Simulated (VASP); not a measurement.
An input for Ansatz (written as the equivalent of a VASP run, and not itself run):

Ansatz 0.2 input:
```yaml
crystal:
  lattice:
    - [1.5750000, -2.7279800, 0.0000000]
    - [1.5750000, 2.7279800, 0.0000000]
    - [0.0000000, 0.0000000, 12.3200000]
  atoms:
    - { symbol: W, position: [0.3333330, 0.6666670, 0.2500000] }
    - { symbol: W, position: [0.6666670, 0.3333330, 0.7500000] }
    - { symbol: S, position: [0.3333330, 0.6666670, 0.8780000] }
    - { symbol: S, position: [0.6666670, 0.3333330, 0.3780000] }
    - { symbol: S, position: [0.6666670, 0.3333330, 0.1220000] }
    - { symbol: S, position: [0.3333330, 0.6666670, 0.6220000] }
kpoints:
  mp_grid: { grid: [7, 7, 2] }
hamiltonian:
  xc: pbe
  pseudopotentials: { kind: paw }
scf:
  occupations: { method: fermi_dirac, width: 0.02 }
  max_iter: 100
output: { forces: true, stress: true, eigenvalues: true }
```

Task: Translate this input to VASP (INCAR, KPOINTS, POSCAR, choice of POTCAR).

Result: This is not unique; one that fits is 
### POSCAR
```
WS2
1
    1.5750000000    -2.7279800000     0.0000000000
    1.5750000000     2.7279800000     0.0000000000
    0.0000000000     0.0000000000    12.3200000000
W S
2 4
Direct
  0.3333330000   0.6666670000   0.2500000000
  0.6666670000   0.3333330000   0.7500000000
  0.3333330000   0.6666670000   0.8780000000
  0.6666670000   0.3333330000   0.3780000000
  0.6666670000   0.3333330000   0.1220000000
  0.3333330000   0.6666670000   0.6220000000
```

KPOINTS:
```
Automatic mesh
0
gamma
7 7 2
0 0 0
```

**INCAR**
```
SIGMA = 0.02   # width (eV)
NELM = 100
GGA = PE
LWAVE = F
LMAXMIX = 6   # l cut-off of mixed one-centre charges
ISIF = 2   # forces and stress, cell fixed
EDIFF = 1E-6
ISMEAR = -1   # Fermi-Dirac
ENCUT = 300   # plane-wave cut-off (eV)
LCHARG = F
PREC = Accurate
LASPH = T
SYSTEM = WS2
LREAL = F
ALGO = Normal   # blocked Davidson
```

POTCAR, in this order: W_sv S (PBE.64 set). Program: vasp_std.

What does not carry over: each code has its own PAW files, so the cut-off isn't converted (ENCUT is set for VASP's; basis.ecutwfc is left out, and Ansatz then takes the one that its files recommend); Ansatz stops its SCF on the density residual and VASP on the energy change (EDIFF).

The structure is a typed WS2 crystal (P6_3/mmc). The cell was not relaxed at this level.
